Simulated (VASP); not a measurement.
OSZICAR of a VASP run on BN (hex):

### OSZICAR
```
       N       E                     dE             d eps       ncg     rms          rms(c)
DAV:   1     0.653937887922E+02    0.65394E+02   -0.84082E+03   576   0.123E+03
DAV:   2    -0.341239326884E+02   -0.99518E+02   -0.90904E+02   840   0.262E+02
DAV:   3    -0.387355718939E+02   -0.46116E+01   -0.45677E+01   724   0.595E+01
DAV:   4    -0.387933953630E+02   -0.57823E-01   -0.57763E-01   712   0.724E+00
DAV:   5    -0.387943465265E+02   -0.95116E-03   -0.95103E-03   720   0.902E-01    0.112E+01
DAV:   6    -0.355715452814E+02    0.32228E+01   -0.81261E+00   676   0.234E+01    0.506E+00
DAV:   7    -0.352788677521E+02    0.29268E+00   -0.49175E-01   700   0.613E+00    0.313E+00
DAV:   8    -0.351930684646E+02    0.85799E-01   -0.32274E-01   688   0.431E+00    0.423E-01
DAV:   9    -0.351901199592E+02    0.29485E-02   -0.13332E-02   700   0.102E+00    0.185E-01
DAV:  10    -0.351913685094E+02   -0.12486E-02   -0.14330E-03   692   0.333E-01    0.403E-02
DAV:  11    -0.351915174081E+02   -0.14890E-03   -0.21427E-04   724   0.133E-01    0.276E-02
DAV:  12    -0.351915156632E+02    0.17450E-05   -0.49427E-05   680   0.608E-02    0.471E-03
DAV:  13    -0.351915159466E+02   -0.28342E-06   -0.21472E-06   644   0.134E-02
   1 F= -.35191516E+02 E0= -.35191516E+02  d E =-.351915E+02
       N       E                     dE             d eps       ncg     rms          rms(c)
DAV:   1    -0.351939001086E+02   -0.23844E-02   -0.46631E-02   652   0.213E+00    0.279E-01
DAV:   2    -0.351920375622E+02    0.18625E-02   -0.43958E-03   700   0.593E-01    0.803E-02
DAV:   3    -0.351919170325E+02    0.12053E-03   -0.49058E-04   696   0.183E-01    0.279E-02
DAV:   4    -0.351918916819E+02    0.25351E-04   -0.40672E-05   740   0.597E-02    0.128E-02
DAV:   5    -0.351918868182E+02    0.48637E-05   -0.12531E-05   704   0.275E-02    0.617E-03
DAV:   6    -0.351918864240E+02    0.39421E-06   -0.91826E-07   456   0.108E-02
   2 F= -.35191886E+02 E0= -.35191886E+02  d E =-.370477E-03
       N       E                     dE             d eps       ncg     rms          rms(c)
DAV:   1    -0.351920738764E+02   -0.18706E-03   -0.32110E-03   656   0.560E-01    0.733E-02
DAV:   2    -0.351919468914E+02    0.12699E-03   -0.30135E-04   692   0.155E-01    0.214E-02
DAV:   3    -0.351919388609E+02    0.80305E-05   -0.34111E-05   688   0.484E-02    0.733E-03
DAV:   4    -0.351919373918E+02    0.14691E-05   -0.27370E-06   660   0.157E-02    0.335E-03
DAV:   5    -0.351919372943E+02    0.97463E-07   -0.72345E-07   376   0.716E-03
   3 F= -.35191937E+02 E0= -.35191937E+02  d E =-.421348E-03
       N       E                     dE             d eps       ncg     rms          rms(c)
DAV:   1    -0.351934303901E+02   -0.14930E-02   -0.31544E-02   580   0.156E+00    0.147E-01
DAV:   2    -0.351926643282E+02    0.76606E-03   -0.11270E-03   636   0.306E-01    0.627E-02
DAV:   3    -0.351924849774E+02    0.17935E-03   -0.36558E-04   688   0.148E-01    0.233E-02
DAV:   4    -0.351924641083E+02    0.20869E-04   -0.49737E-05   740   0.627E-02    0.819E-03
DAV:   5    -0.351924621099E+02    0.19984E-05   -0.10715E-05   708   0.276E-02    0.480E-03
DAV:   6    -0.351924620763E+02    0.33680E-07   -0.91786E-07   452   0.104E-02
   4 F= -.35192462E+02 E0= -.35192462E+02  d E =-.524782E-03
       N       E                     dE             d eps       ncg     rms          rms(c)
DAV:   1    -0.352025591239E+02   -0.10097E-01   -0.28120E-01   580   0.466E+00    0.439E-01
DAV:   2    -0.351957158055E+02    0.68433E-02   -0.99773E-03   620   0.911E-01    0.187E-01
DAV:   3    -0.351941005386E+02    0.16153E-02   -0.33056E-03   684   0.445E-01    0.697E-02
DAV:   4    -0.351939146613E+02    0.18588E-03   -0.44958E-04   740   0.189E-01    0.247E-02
DAV:   5    -0.351938964455E+02    0.18216E-04   -0.99823E-05   696   0.840E-02    0.144E-02
DAV:   6    -0.351938970217E+02   -0.57620E-06   -0.94593E-06   680   0.317E-02
   5 F= -.35193897E+02 E0= -.35193897E+02  d E =-.195973E-02
       N       E                     dE             d eps       ncg     rms          rms(c)
DAV:   1    -0.352303635146E+02   -0.36467E-01   -0.11017E+00   580   0.919E+00    0.868E-01
DAV:   2    -0.352034012692E+02    0.26962E-01   -0.38747E-02   620   0.180E+00    0.370E-01
DAV:   3    -0.351969711294E+02    0.64301E-02   -0.13246E-02   688   0.888E-01    0.138E-01
DAV:   4    -0.351962407144E+02    0.73041E-03   -0.17977E-03   720   0.377E-01    0.496E-02
DAV:   5    -0.351961633260E+02    0.77388E-04   -0.41629E-04   700   0.170E-01    0.287E-02
DAV:   6    -0.351961670527E+02   -0.37267E-05   -0.39148E-05   664   0.645E-02    0.310E-03
DAV:   7    -0.351961678869E+02   -0.83428E-06   -0.14914E-06   612   0.122E-02
   6 F= -.35196168E+02 E0= -.35196168E+02  d E =-.423059E-02
       N       E                     dE             d eps       ncg     rms          rms(c)
DAV:   1    -0.353315675312E+02   -0.13540E+00   -0.42323E+00   584   0.179E+01    0.170E+00
DAV:   2    -0.352269214981E+02    0.10465E+00   -0.14607E-01   624   0.349E+00    0.726E-01
DAV:   3    -0.352014424737E+02    0.25479E-01   -0.53304E-02   680   0.177E+00    0.272E-01
DAV:   4    -0.351986173271E+02    0.28251E-02   -0.72238E-03   724   0.753E-01    0.101E-01
DAV:   5    -0.351982585981E+02    0.35873E-03   -0.18238E-03   696   0.351E-01    0.572E-02
DAV:   6    -0.351982793799E+02   -0.20782E-04   -0.16516E-04   664   0.133E-01    0.579E-03
DAV:   7    -0.351982828067E+02   -0.34268E-05   -0.61103E-06   696   0.241E-02    0.409E-03
DAV:   8    -0.351982843158E+02   -0.15092E-05   -0.13707E-06   632   0.101E-02    0.230E-03
DAV:   9    -0.351982842675E+02    0.48303E-07   -0.21617E-07   412   0.409E-03
   7 F= -.35198284E+02 E0= -.35198284E+02  d E =-.634697E-02
       N       E                     dE             d eps       ncg     rms          rms(c)
DAV:   1    -0.352015652724E+02   -0.32810E-02   -0.10447E-01   588   0.284E+00    0.267E-01
DAV:   2    -0.351990074003E+02    0.25579E-02   -0.36542E-03   624   0.545E-01    0.114E-01
DAV:   3    -0.351983966406E+02    0.61076E-03   -0.12589E-03   692   0.272E-01    0.428E-02
DAV:   4    -0.351983258394E+02    0.70801E-04   -0.17339E-04   732   0.116E-01    0.154E-02
DAV:   5    -0.351983181258E+02    0.77137E-05   -0.40496E-05   692   0.526E-02    0.909E-03
DAV:   6    -0.351983182935E+02   -0.16770E-06   -0.38086E-06   664   0.202E-02
   8 F= -.35198318E+02 E0= -.35198318E+02  d E =-.638100E-02
       N       E                     dE             d eps       ncg     rms          rms(c)
DAV:   1    -0.352223687086E+02   -0.24051E-01   -0.66251E-01   628   0.747E+00    0.893E-01
DAV:   2    -0.351992950560E+02    0.23074E-01   -0.45002E-02   640   0.188E+00    0.291E-01
DAV:   3    -0.351965582309E+02    0.27368E-02   -0.74978E-03   700   0.685E-01    0.105E-01
DAV:   4    -0.351960529775E+02    0.50525E-03   -0.98694E-04   720   0.275E-01    0.415E-02
DAV:   5    -0.351959922880E+02    0.60689E-04   -0.24140E-04   708   0.123E-01    0.237E-02
DAV:   6    -0.351959928392E+02   -0.55119E-06   -0.19925E-05   664   0.466E-02    0.372E-03
DAV:   7    -0.351959929823E+02   -0.14305E-06   -0.13444E-06   504   0.103E-02
   9 F= -.35195993E+02 E0= -.35195993E+02  d E =0.232531E-02
       N       E                     dE             d eps       ncg     rms          rms(c)
DAV:   1    -0.352164238666E+02   -0.20431E-01   -0.45894E-01   624   0.627E+00    0.742E-01
DAV:   2    -0.352006550955E+02    0.15769E-01   -0.31003E-02   640   0.155E+00    0.245E-01
DAV:   3    -0.351987842154E+02    0.18709E-02   -0.53134E-03   700   0.577E-01    0.878E-02
DAV:   4    -0.351984580676E+02    0.32615E-03   -0.62935E-04   724   0.223E-01    0.353E-02
DAV:   5    -0.351984177344E+02    0.40333E-04   -0.16300E-04   700   0.101E-01    0.200E-02
DAV:   6    -0.351984190660E+02   -0.13316E-05   -0.13589E-05   668   0.387E-02    0.278E-03
DAV:   7    -0.351984191910E+02   -0.12500E-06   -0.75852E-07   468   0.817E-03
  10 F= -.35198419E+02 E0= -.35198419E+02  d E =-.100898E-03
```

**Question.** Which electronic solver shows in the log?

**Answer.** It is blocked Davidson (ALGO = Normal, or the opening steps of other solvers). The INCAR had ALGO = Normal.

**Question.** Can the final energy be trusted as converged?

**Answer.** The calculation finished and met its thresholds. It stopped with EDIFF = 1E-6, NELM = 100, NSW = 60 and EDIFFG = -0.02 after 10 ionic steps (PBE GGA, plane waves, VASP's PBE PAW potentials (set 64)). Energy and stress use the plane-wave basis of the starting cell. Without a dispersion term in the relaxation, distances and binding between the weakly bound layers, chains or molecules are unreliable, and so is what depends on them.

The compound is BN in the hex structure. This run relaxes it. Symmetry was kept, so distortions that lower it aren't found. The start is the result of an earlier pass.
